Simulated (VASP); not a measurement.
Elastic constants (GPa) of a crystal from VASP with r2SCAN meta-GGA, VASP's PBE PAW potentials (set 64):

```json
[
 {"": "xx", "xx": "352.8", "yy": "122.4", "zz": "122.4", "yz": "0.0", "xz": "0.0", "xy": "0.0"},
 {"": "yy", "xx": "122.4", "yy": "352.8", "zz": "122.4", "yz": "0.0", "xz": "0.0", "xy": "0.0"},
 {"": "zz", "xx": "122.4", "yy": "122.4", "zz": "352.8", "yz": "0.0", "xz": "0.0", "xy": "0.0"},
 {"": "yz", "xx": "0.0", "yy": "0.0", "zz": "0.0", "yz": "161.0", "xz": "0.0", "xy": "0.0"},
 {"": "xz", "xx": "0.0", "yy": "0.0", "zz": "0.0", "yz": "0.0", "xz": "161.0", "xy": "0.0"},
 {"": "xy", "xx": "0.0", "yy": "0.0", "zz": "0.0", "yz": "0.0", "xz": "0.0", "xy": "161.0"}
]
```

Finite-difference elastic constants of metals are sensitive to mesh and smearing; shear constants can be off by tens of GPa.

Q: Work out the Voigt, Reuss and Hill moduli, Young's modulus and Poisson's ratio.

A: All eigenvalues are positive (smallest 161.0 GPa), so the crystal is stable. K_V = (C11+C22+C33+2(C12+C13+C23))/9 = (1058.4 + 2×367.2)/9 = 199.2 GPa; G_V = (1058.4 − 367.2 + 3×483.0)/15 = 142.7 GPa. From the compliances, K_R = 199.2 GPa and G_R = 138.9 GPa. Hill: K = 199.2 GPa, G = 140.8 GPa, E = 9KG/(3K+G) = 341.8 GPa, ν = (3K−2G)/(2(3K+G)) = 0.214. K/G = 1.41, below Pugh's 1.75; universal anisotropy A^U = 0.14.

Q: With a density of 6.36 g/cm³, what are the mean sound speeds?

A: v_l = √((K+4G/3)/ρ) = 7.80 km/s and v_t = √(G/ρ) = 4.71 km/s. The crystal is CoAl (CsCl type), cubic.

The compound is CoAl in the CsCl type structure. It was relaxed first. The run is not spin-polarised, so no magnetic state was tried.
